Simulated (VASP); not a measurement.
An input for Ansatz (written as the equivalent of a VASP run, and not itself run):

Ansatz 0.2 input:
```yaml
crystal:
  lattice:
    - [2.9069130, 0.0000000, 0.0000000]
    - [0.0000000, 2.9069130, 0.0000000]
    - [0.0000000, 0.0000000, 2.9069130]
  atoms:
    - { symbol: Zn, position: [0.5000000, 0.5000000, 0.5000000] }
    - { symbol: Cu, position: [0.0000000, 0.0000000, 0.0000000] }
kpoints:
  mp_grid: { grid: [14, 14, 14] }
hamiltonian:
  xc: pbesol
  pseudopotentials: { kind: paw }
scf:
  occupations: { method: tetrahedron }
  max_iter: 100
output: { forces: true, stress: true, eigenvalues: true }
```

**Question.** Write the VASP files for the same calculation (PBEsol).

**Answer.** Several could match; the one computed here: 
**INCAR**
```
ALGO=Normal
EDIFF=1E-7
ENCUT=400
GGA=PS
ISIF=2
ISMEAR=-5
LASPH=.True.
LCHARG=.True.
LMAXMIX=4
LORBIT=11
LREAL=.False.
LWAVE=.False.
NEDOS=601
NELM=100
PREC=Accurate
SYSTEM=CuZn
```

### KPOINTS
```
Automatic mesh
0
Gamma
14 14 14
0 0 0
```

### POSCAR
```
CuZn
1
    2.9069129818     0.0000000000     0.0000000000
    0.0000000000     2.9069129818     0.0000000000
    0.0000000000     0.0000000000     2.9069129818
Zn Cu
1 1
Direct
  0.5000000000   0.5000000000   0.5000000000
  0.0000000000   0.0000000000   0.0000000000
```

POTCAR, in this order: Zn Cu (PBE.64 set). Program: vasp_std.

The two are equivalent in intent, not identical: each code has its own PAW files, so the cut-off isn't converted (ENCUT is set for VASP's; basis.ecutwfc is left out, and Ansatz then takes the one that its files recommend); Ansatz stops its SCF on the density residual and VASP on the energy change (EDIFF).

The compound is CuZn in the CsCl type structure. It was relaxed first.
